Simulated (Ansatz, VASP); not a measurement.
## One calculation of TaVS3, two programs

INCAR

```
  PREC = Accurate
  ENCUT = 520
  EDIFF = 1E-6
  ISMEAR = 0
  SIGMA = 0.1
  LREAL = False
  LASPH = True
  NELM = 150
  ALGO = Normal
  ISIF = 2
  LWAVE = False
  LCHARG = False
  ISPIN = 2
  MAGMOM = 0 2 0 0 0
  LORBIT = 11
  LMAXMIX = 4
  GGA = PE
  NBANDS = 33
```

Contents of KPOINTS:

```
Automatic mesh
0
Gamma
  4 4 4
```

POSCAR

```
TaVS3
1.0
    4.4459764535      0.0000000000      0.0000000000
    0.0000000000      4.4459764535      0.0000000000
    0.0000000000      0.0000000000      4.4459764535
Ta V S
1 1 3
Direct
    0.0000000000      0.0000000000      0.0000000000
    0.5000000000      0.5000000000      0.5000000000
    0.0000000000      0.5000000000      0.5000000000
    0.5000000000      0.0000000000      0.5000000000
    0.5000000000      0.5000000000      0.0000000000
```

Input for Ansatz:

```yaml
crystal:
  lattice:
    - [4.4459764535, 0.0, 0.0]
    - [0.0, 4.4459764535, 0.0]
    - [0.0, 0.0, 4.4459764535]
  atoms:
    - { symbol: Ta, position: [0.0, 0.0, 0.0] }
    - { symbol: V, position: [0.5, 0.5, 0.5], spin: 2.0 }
    - { symbol: S, position: [0.0, 0.5, 0.5] }
    - { symbol: S, position: [0.5, 0.0, 0.5] }
    - { symbol: S, position: [0.5, 0.5, 0.0] }
basis:
  ecutwfc: 420
kpoints:
  mp_grid: { grid: [4, 4, 4] }
hamiltonian:
  xc: pbe
scf:
  occupations: { method: gaussian, width: 0.1 }
  lower_state_search: "off"
output:
  forces: true
  stress: true
  eigenvalues: true
  populations: true
magnetization:
  spin_polarized: true
```

Alike in both runs: task single point; functional PBE; k mesh 4 × 4 × 4; occupations gaussian, width 0.1 eV; collinear spin.

|  | VASP | Ansatz |
| --- | --- | --- |
| version | VASP 6.6.1 | Ansatz 0.2.0 |
| potentials or method | VASP PAW PBE potentials, release 64 (Ta_pv, V_sv, S) | scalar-relativistic, plane waves, PAW |
| plane-wave cutoff (eV) | 520 | 420 |
| valence electrons in the cell | 42 | 44 |

|  | VASP | Ansatz | Ansatz less VASP |
| --- | --- | --- | --- |
| gap on the k mesh at the Fermi level (eV) | none | none | - |
| pressure (GPa) | 5.2 | 5.2 | 0.00 |
| net moment per atom (μB) | 0.70 | 0.70 | 0.000 |
| size of the moment on the site where the two differ most (μB) | 1.32 | 1.13 | -0.185 |

Site moments also hang on the region over which each program counts them. A gap of «none» marks a metal or a gap that the smearing closes. The two sets of potentials don't hold the same shells in valence.

The runs have no spin-orbit coupling, so splittings on Ta are missing.
